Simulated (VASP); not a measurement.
VASP input:

File POSCAR:
```
ZnSe
1.0
  0.0000000000   2.8680258746   2.8680258746
  2.8680258746   0.0000000000   2.8680258746
  2.8680258746   2.8680258746   0.0000000000
Zn Se
1 1
Cart
  5.7360517492   2.8680258746   2.8680258746
  1.4340129373   1.4340129373   1.4340129373
```

**INCAR**
```
! general
SYSTEM   =  ZnSe
PREC     =  Accurate
ENCUT    =  520
LREAL    =  .FALSE.
LASPH    =  .TRUE.

! electronic loop
EDIFF    =  1E-7
NELM     =  100
ALGO     =  Normal
LMAXMIX  =  4

! smearing
ISMEAR   =  -5

! functional
GGA      =  91

! ions
ISIF     =  2

! output
LWAVE    =  .FALSE.
LCHARG   =  .TRUE.
LORBIT   =  11
NEDOS    =  601
```

File KPOINTS:
```
Automatic mesh
0
Gamma
9 9 9
0 0 0
```

POTCAR, in this order: Zn Se (PBE.64 set). Program: vasp_std.

Q: Translate this PW91 calculation to Quantum ESPRESSO's pw.x.

A: One equivalent input (not run):
```
&CONTROL
  calculation = 'scf'
  pseudo_dir = './pseudo'
  outdir = './out'
  tprnfor = .true.
  tstress = .true.
/
&SYSTEM
  ibrav = 0
  nat = 2
  ntyp = 2
  ecutwfc = 86
  occupations = 'tetrahedra'
  input_dft = 'pw91'
/
&ELECTRONS
  conv_thr = 7.3e-09
  electron_maxstep = 100
/
ATOMIC_SPECIES
  Zn 65.380 Zn.upf
  Se 78.971 Se.upf
CELL_PARAMETERS angstrom
     0.0000000    2.8680259    2.8680259
     2.8680259    0.0000000    2.8680259
     2.8680259    2.8680259    0.0000000
ATOMIC_POSITIONS crystal
  Zn   0.0000000  1.0000000  1.0000000
  Se   0.2500000  0.2500000  0.2500000
K_POINTS automatic
  9 9 9 0 0 0
```
The two are equivalent in intent, not identical: the potentials are each code's own (VASP's PAW set, PseudoDojo norm-conserving files in pw.x), so ENCUT and ecutwfc are chosen apart and not converted; conv_thr bounds pw.x's estimated SCF error, while EDIFF bounds the energy change between steps.

The compound is ZnSe in the zinc blende structure. It was relaxed first.
